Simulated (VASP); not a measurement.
Here is the system:

```
Ca
1.0
    0.00000     2.77387     2.77387
    2.77387     0.00000     2.77387
    2.77387     2.77387     0.00000
Ca
1
Direct
  0.00000   0.00000   0.00000
```

All values below come from r2SCAN+rVV10, VASP's PBE PAW potentials (set 64) (plane waves; VASP). Settings: 520 eV cut-off, 11×11×11 Γ-centred mesh, first-order Methfessel-Paxton smearing of 0.10 eV, potentials Ca_sv.

**Question.** What does the run give for the energy per atom (σ→0), band gap (on the k-mesh) with the smallest direct gap where there is one?

**Answer.** 
| Quantity | Value |
|---|---|
| band gap (on the k-mesh) | none (metal, semimetal or under 0.01 eV) |
| energy per atom (σ→0) | -6.746 eV/atom |

Only differences to runs with the same potentials and settings are physical.

The compound is Ca in the fcc structure. It was relaxed first.
